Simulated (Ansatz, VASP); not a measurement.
# VCdCu in two plane-wave programs

Wanted: the spread between two codes on one cell, functional and k mesh. The cell is invented: As first built, before any earlier steps moved the atoms: it takes the TiCuSn structure with some of its atoms replaced by other elements, volume scaled by an estimate. It may not be a known or stable phase. The cell comes out of the VASP series on this material, whose earlier steps may have relaxed, scaled or displaced it; both programs get it as it stands.

Calculated with Ansatz 0.2.0; plane waves, with VASP 6.6.1 beside it; single point at PBEsol, DFT+U.

In doubt: warnings of the run leave room for a lower electronic state, so energies may not be the lowest and differences between runs may mislead.

### 1. The starting structure

The structure is hexagonal, space group P6_3mc (No. 186). The conventional cell has a = 4.548 Å, b = 4.548 Å, c = 5.768 Å, α = 90.00°, β = 90.00°, γ = 120.00°. Nearest to Cd lie 5 Cu at 2.63 to 2.88 Å and 6 V at 2.99 to 3.00 Å. Nearest to Cu lie 5 Cd at 2.63 to 2.88 Å and 6 V at 2.99 to 3.00 Å. Nearest to V lie 2 V at 2.88 Å and 6 Cu at 2.99 to 3.00 Å and 6 Cd at 2.99 to 3.00 Å. As first built, before any earlier steps moved the atoms: sites of the TiCuSn structure (space group 186) filled with other elements, volume scaled by an estimate. Farther neighbours are not listed.

### 2. Ansatz: single point, PBEsol, DFT+U

Ansatz runs on its default PAW (the set named soft_2) files.

A single point gives forces, pressure and levels at one fixed geometry, so differences don't come from the geometry; what else differs is listed under the comparison.

Contents of input.yaml:

```yaml
crystal:
  lattice:
    - [4.5483127724, -4.98e-08, 0.0]
    - [-2.274156973, 3.938954339, 0.0]
    - [0.0, 0.0, 5.767899447]
  atoms:
    - { symbol: Cd, position: [0.66666667, 0.33333333, 0.7576705251] }
    - { symbol: Cd, position: [0.33333333, 0.66666667, 0.2576705251] }
    - { symbol: Cu, position: [0.66666667, 0.33333333, 0.2576840445], spin: 0.6 }
    - { symbol: Cu, position: [0.33333333, 0.66666667, 0.7576840445], spin: -0.6 }
    - { symbol: V, position: [0.0, 0.0, 0.5066454303], spin: 2.0 }
    - { symbol: V, position: [0.0, 0.0, 0.0066454303], spin: -2.0 }
hamiltonian:
  xc: pbesol
  pseudopotentials: { kind: paw }
  hubbard:
    sites: [{ species: Cu, l: d, u_eff: 3.0 }, { species: V, l: d, u_eff: 6.0 }]
magnetization:
  spin_polarized: true
kpoints:
  mp_grid: { grid: [4, 4, 3] }
scf:
  occupations: { method: methfessel_paxton, width: 0.05 }
  n_extra_bands: 5
output:
  forces: true
  stress: true
  eigenvalues: true
```

Launch:

```sh
$ ansatz run input.yaml --threads 4 --pin off --max-ram 9216MiB --backend cpu --events-out ev --progress --plain --runs-dir out
```

Numbers of over 12 decimals in the logs are rounded to 6 here.

The log of the run:

```text
Warning: the atoms were moved onto the symmetric positions of the space group found under crystal.symmetry.tolerance 1.0e-5 (fractional; no operation is sought that the atoms, as they stand in a round, miss by more than twice it, and no atom is moved by as much as it), and the run uses the moved positions. Before a round's move an operation carried an atom to 4.55e-8 Å from where it should land, the largest such dist [...]
Cd: projections on atomic orbitals take those of the free atom [Ar 3d10] 4s2 4p6 4d10 5s2, of charge +0.00 (hamiltonian.pseudopotentials.projection_atoms); the dataset's partial waves leave at most 1.3e-5 of an orbital's norm unspanned inside its sphere
Cu: projections on atomic orbitals take those of the free atom [Ne] 3s2 3p6 3d10 4s1, of charge +0.00 (hamiltonian.pseudopotentials.projection_atoms); the dataset's partial waves leave at most 2.0e-6 of an orbital's norm unspanned inside its sphere
V: projections on atomic orbitals take those of the free atom [Ne] 3s2 3p6 3d3 4s2, of charge +0.00 (hamiltonian.pseudopotentials.projection_atoms); the dataset's partial waves leave at most 5.8e-7 of an orbital's norm unspanned inside its sphere
scf.n_extra_bands = 5 over 52 filled bands (N_el = 104.0): the run solves 57 bands
Engine: ansatz 0.2.0, aarch64-unknown-linux-gnu
Pseudopotentials: kind: paw
Pseudopotential: Cd, paw, valence charge 20, recommended cutoff 420 eV (normal), Cd.paw.azcp
Pseudopotential: Cu, paw, valence charge 19, recommended cutoff 420 eV (normal), Cu.paw.azcp
Pseudopotential: V, paw, valence charge 13, recommended cutoff 420 eV (normal), V.paw.azcp
Functional definition: PBEsol
  exchange = pbesol_x
  correlation = pbesol_c
Crystal: 6 atoms, lattice volume = 103.335 Å³
Basis set: ecut = 420 eV, 2029 PW (Γ), exchange–correlation on 64×64×80 points (8 copies of the dense FFT grid, shifted against one another)
Bands: 57, of which v1, the nominal top of the filled ones, is band 52 counted from 1 (51 counted from 0)
Symmetry: 6 space group operations
Space group: P3m1 (ITA 156), of the structure as read, at distance tolerance 4.7e-5 Å
Magnetic group: BNS 186.206 (UNI 1436), of the structure as read, at distance tolerance 4.7e-5 Å
k-points: 9 of 48 (time reversal used)
Non-local potential: Cd, projectors of the file, l = 0: 3, l = 1: 2, l = 2: 2, l = 3: 1
Non-local potential: Cu, projectors of the file, l = 0: 3, l = 1: 2, l = 2: 3, l = 3: 1
Non-local potential: V, projectors of the file, l = 0: 3, l = 1: 2, l = 2: 3, l = 3: 1
PAW form: soft (Blöchl's): semilocal exchange-correlation on the pseudo side does not see the compensation charge
PAW frozen core: Cd, regenerated for the run's functional, and the local potential with it (the file was generated under x = pbe(κ = 0.804, μ = 0.219515), c = pbe(β = 0.066725))
PAW frozen core: Cu, regenerated for the run's functional, and the local potential with it (the file was generated under x = pbe(κ = 0.804, μ = 0.219515), c = pbe(β = 0.066725))
PAW frozen core: V, regenerated for the run's functional, and the local potential with it (the file was generated under x = pbe(κ = 0.804, μ = 0.219515), c = pbe(β = 0.066725))
PAW one-centre angular grid: Cd, 590 points (default); XC on 64 Gauss nodes
PAW one-centre angular grid: Cu, 590 points (default); XC on 64 Gauss nodes
PAW one-centre angular grid: V, 590 points (default); XC on 64 Gauss nodes
Initial density: superposition of atomic densities (chi_scale 0.1, normalization cell)
Starting moments: Σ|m| = 5.2 μB on 4 of 6 sites
Starting magnetic order: altermagnet, g-wave, bulk spin-momentum locking; spin-degenerate planes through Γ normal to [0 0 1], [1 -1 0], [1 2 0], [2 1 0] of the run's lattice
Initial wavefunctions: pseudopotential atomic-orbital guess
Functional: x = pbesol(κ = 0.804, μ = 0.123457), c = pbesol(β = 0.046)
SCF iter   1: F=—  HF=-35306.474924 eV  |F-HF|=—  |Δ(HF+E_count)|=         —  Δρ=1.08e-1 (↑1.08e-1 ↓1.08e-1)  dr2=3.09e1  dr2_m=3.62e0  M=0.000 μB ∫|m|=7.617 μB  β_m=0.30  ethr=3.10e-3  ⟨swp⟩=3.0  Hψ=3026  notcnv=0
preconditioner: auto → Kerker (q_TF=auto, 2.731 Å⁻¹)  [metal: Δε(μ)=0.031 eV  Ē_g=5.583 eV  σ=0.050 eV  W_gap=0.34  n_scr=34 (ndim 8)  ℏωp=27.3 eV  f_vac=0.000  D(μ)=9.39/eV (n_scr^D=108)]
spin=Collinear: Kerker preconditioning applied to the charge; magnetization (m = ρ↑ − ρ↓) channel mixes plain (no charge-response kernel on spin).
SCF iter   2: F=—  HF=-35305.959738 eV  |F-HF|=—  |Δ(HF+E_count)|=   5.15e-1  Δρ=4.17e-2 (↑4.17e-2 ↓4.17e-2)  dr2=2.95e0  dr2_m=1.09e0  M=-0.000 μB ∫|m|=7.297 μB  β_m=0.30  ethr=3.10e-3  ⟨swp⟩=2.9  Hψ=2302  notcnv=0  defer=14
preconditioner: auto → Resta (q_TF=auto, 2.731 Å⁻¹)  ε∞=17.7  [insulator: Δε(μ)=0.084 eV  Ē_g=6.682 eV  σ=0.050 eV  W_gap=0.53  n_scr=34 (ndim 8)  ℏωp=27.3 eV  f_vac=0.000  D(μ)=8.30/eV (n_scr^D=96)  ε∞_Penn≈17.7]
spin=Collinear: Resta preconditioning applied to the charge; magnetization (m = ρ↑ − ρ↓) channel mixes plain (no charge-response kernel on spin).
SCF iter   3: F=—  HF=-35306.014803 eV  |F-HF|=—  |Δ(HF+E_count)|=   5.51e-2  Δρ=3.52e-2 (↑3.52e-2 ↓3.52e-2)  dr2=2.99e0  dr2_m=8.41e-1  M=0.000 μB ∫|m|=7.627 μB  β_m=0.30  ethr=2.84e-3  ⟨swp⟩=2.0  Hψ=1630  notcnv=0  defer=14
[...]
SCF iter  17: F=—  HF=-35307.528022 eV  |F-HF|=—  |Δ(HF+E_count)|=   1.55e-6  S|Δr|=    0.00e0  Δρ=1.73e-5 (↑1.73e-5 ↓1.70e-5)  dr2=7.51e-7  dr2_m=1.19e-8  M=0.000 μB ∫|m|=7.043 μB  β_m=0.74  ethr=1.97e-10  ⟨swp⟩=3.0  Hψ=6092  notcnv=0
SCF iter  18: F=-35307.528022 eV  HF=-35307.528022 eV  |F-HF|=7.61e-9  |Δ(HF+E_count)|=   1.16e-7  S|Δr|=    0.00e0  Δρ=4.31e-6 (↑4.31e-6 ↓3.84e-6)  dr2=2.78e-8  dr2_m=5.33e-9  M=0.000 μB ∫|m|=7.044 μB  ethr=9.62e-11  ⟨swp⟩=2.4  Hψ=11040  notcnv=0
SCF 7 converged in 18 iterations: F = -35307.528022 eV  dr2 = 2.78e-8
iter 1 solved again at ethr=2.83e-11 eV; its pass at ethr=3.10e-3 eV (dr2=2.94e-8 eV) is discarded
SCF iter   1: F=—  HF=-35307.550616 eV  |F-HF|=—  |Δ(HF+E_count)|=         —  Δρ=2.29e-6 (↑2.29e-6 ↓2.14e-6)  dr2=4.42e-9  dr2_m=2.83e-9  M=-0.000 μB ∫|m|=7.047 μB  β_m=0.30  ethr=2.83e-11  ⟨swp⟩=4.1  Hψ=15325  notcnv=0
preconditioner: auto → Kerker (q_TF=auto, 2.731 Å⁻¹)  [metal: Δε(μ)=0.206 eV  Ē_g=7.805 eV  σ=0.100 eV  W_gap=0.47  n_scr=34 (ndim 8)  ℏωp=27.3 eV  f_vac=0.000  D(μ)=1.79/eV (n_scr^D=8)]
spin=Collinear: Kerker preconditioning applied to the charge; magnetization (m = ρ↑ − ρ↓) channel mixes plain (no charge-response kernel on spin).
SCF iter   2: F=-35307.550616 eV  HF=-35307.550616 eV  |F-HF|=2.23e-9  |Δ(HF+E_count)|=   1.74e-9  Δρ=1.55e-6 (↑1.55e-6 ↓1.47e-6)  dr2=1.34e-9  dr2_m=1.62e-9  M=-0.000 μB ∫|m|=7.047 μB  ethr=4.25e-12  ⟨swp⟩=2.8  Hψ=5971  notcnv=0
SCF 8 converged in 2 iterations: F = -35307.550616 eV  dr2 = 1.34e-9
iter 1 solved again at ethr=1.29e-12 eV; its pass at ethr=9.62e-7 eV (dr2=1.34e-9 eV) is discarded
SCF iter   1: F=—  HF=-35307.550616 eV  |F-HF|=—  |Δ(HF+E_count)|=         —  Δρ=1.55e-6 (↑1.55e-6 ↓1.47e-6)  dr2=1.34e-9  dr2_m=1.63e-9  M=-0.000 μB ∫|m|=7.047 μB  ethr=1.29e-12  ⟨swp⟩=1.0  Hψ=13454  notcnv=0
spin=Collinear: Kerker preconditioning applied to the charge; magnetization (m = ρ↑ − ρ↓) channel mixes plain (no charge-response kernel on spin).
SCF iter   2: F=—  HF=-35307.550502 eV  |F-HF|=—  |Δ(HF+E_count)|=   1.15e-4  Δρ=1.71e-4 (↑1.71e-4 ↓1.53e-4)  dr2=4.64e-5  dr2_m=1.52e-5  M=0.001 μB ∫|m|=7.048 μB  ethr=9.62e-7  ⟨swp⟩=1.0  Hψ=12074  notcnv=0
SCF iter   3: F=—  HF=-35307.550616 eV  |F-HF|=—  |Δ(HF+E_count)|=   1.14e-4  Δρ=2.00e-5 (↑1.98e-5 ↓2.00e-5)  dr2=1.65e-6  dr2_m=7.74e-8  M=0.000 μB ∫|m|=7.048 μB  ethr=8.22e-8  ⟨swp⟩=1.0  Hψ=6341  notcnv=0
SCF iter   4: F=-35307.550616 eV  HF=-35307.550616 eV  |F-HF|=1.92e-8  |Δ(HF+E_count)|=   1.77e-7  Δρ=2.90e-6 (↑2.90e-6 ↓2.53e-6)  dr2=2.18e-8  dr2_m=2.08e-9  M=-0.000 μB ∫|m|=7.047 μB  ethr=9.62e-11  ⟨swp⟩=1.6  Hψ=6463  notcnv=0
SCF 9 converged in 4 iterations: F = -35307.550616 eV  dr2 = 2.18e-8
an SCF along what the orbitals of the run's state read of its open shells (or to have them read: on a GPU, or by another smearing), with 5 of the crystal's symmetry operations given up (26 k-points in place of 9), reached no lower state that the run goes on to. This is no proof of a minimum
this state was not tested for a lower state beside it, because cold or Methfessel-Paxton smearing, or corrected tetrahedra, fill the levels in a way that the test cannot read (fill_not_monotonic; see scf.lower_state_search)
SCF converged after 18 iterations
Magnetization: 0.0000 μB (52.0000 up, 52.0000 down)
Absolute magnetization: 7.0806 μB (∫|ρ↑−ρ↓|, with the PAW one-centre terms)
Spin contamination: 3.7962 ħ² per cell (⟨S²⟩ above its minimum at these occupations)
Per-site moments (μB) at R_I (Å): [(-0.00020914, 1.083212), (0.000209279, 1.083212), (0.000249397, 1.083212), (-0.000248984, 1.083212), (3.062456, 1.189629), (-3.062455, 1.189629)]
Free energy (F): -35307.528022 eV
Harris-Foulkes:  -35307.528022 eV  (|F-HF|=7.61e-9)
Internal energy: -35307.528064 eV  (E = F + TS)
E sigma→0 (E₀):  -35307.528032 eV
Entropy (-TS):   0.000042 eV (0.007 meV/atom)
Fermi energy:    13.936240 eV
Step filling:    the computed levels leave a gap of 0.2482 eV = 5.0 smearing widths at the electron count; against every level under it full and every level over it empty, smearing changes F+E_penalty+E_count by +3.12e-3 meV and its σ→0 estimate by -7.31e-3 meV
--- Per-component energies (eV) ---
  E_band       = -1986.454747
  E_kinetic    = 2281.590921
  E_local      = -17307.109227  (includes V_loc(G=0)·N_el)
  E_nonlocal   = 794.822966
  E_hartree    = 7845.229625
  E_xc         = -782.634838
  E_vxc        = -995.465619  (∫ρ·V_xc dr)
  E_hubbard    = 3.317351  (on-site DFT+U / exact-exchange correction)
  E_vhub       = -46.285129  (the Hubbard potential's part of the band-sum identity)
  E_paw        = -13472.236631  (= ΣΔE_a)
  E_vpaw       = -2404.471190  (= ΣTr[D̂ρ^β])
  E_aug_tail   = 0.001118  (compensation charges beyond the density's cutoff)
  E_ewald      = -14671.905031
  E_core_change = 1.395682  (= ΣΔE_core)
  E_smearing   = 0.000042  (= −TS)
  E_closure    = -0.000000  (closes the sum)
  Σ components = -35307.528022   (vs F -35307.528022, Δ=0.00e0)
--- Forces (eV/Å), atoms counted from 1 ---
  atom   1  Cd     0.02741384    -0.01635826    -0.01228222
  atom   2  Cd    -0.02790543     0.01550984    -0.01229660
  atom   3  Cu     0.05446855    -0.03141941    -0.00699152
  atom   4  Cu    -0.05449873     0.03136102    -0.00698313
  atom   5  V      0.00002423     0.00058993     0.01927151
  atom   6  V      0.00049945     0.00031621     0.01928181
  max |Σ_I F_I| component: 1.91e-6 eV/Å
--- Stress (GPa, compression-positive) ---
        0.677893       0.031730       0.104360
        0.031751       0.713587       0.180701
        0.104361       0.180705       2.365490
  P = ⅓ Tr σ = 1.2523 GPa (12.523 kbar)
--- Band table (eV; the first three rows and the last of 52) ---
  k-point 0 ↑: bands = [... 48 lower, 12.0610, 12.4319, 12.6189, 15.0387, 16.6230, 17.2086, 17.7466, 17.7684, ... 1 higher]
  k-point 1 ↑: bands = [... 48 lower, 11.9308, 12.4223, 15.3896, 15.6761, 16.6076, 17.0949, 17.4852, 17.9696, ... 1 higher]
  k-point 2 ↑: bands = [... 48 lower, 11.6781, 12.2242, 12.7767, 13.0559, 14.6931, 15.9228, 16.8505, 16.9978, ... 1 higher]
  k-point 25 ↓: bands = [... 48 lower, 11.3187, 11.6181, 12.1664, 12.8376, 14.1209, 16.2745, 16.7980, 16.8537, ... 1 higher]
Occupation matrices written to <dir>
```

It took 4 min on 4 threads of Arm Neoverse V1, shared host; peak memory 1.3 GiB; 15 min of CPU time.

In the SCF lines HF is the Harris–Foulkes energy and dr2 the Hartree energy of the density residual, in eV; the loop may stop once dr2 is under the threshold and the program's other checks hold. Hψ counts applications of the Hamiltonian.

The run ends at a pressure of 1.25 GPa, with forces up to 0.063 eV/Å.

[end of part 1 of 2]

[Lines on the potential files, build, host, timing and source positions are cut from VASP's logs without a mark.]

[Logs are printed without paths, hosts, clocks, repeated set-up lines and the standing remarks that a program may print on its own settings, such as how far it seeks lower states.]

[Hosts, paths, dates, database ids (printed as entryN), source tags and the programs' standing remarks are cut or masked in the printed files.]
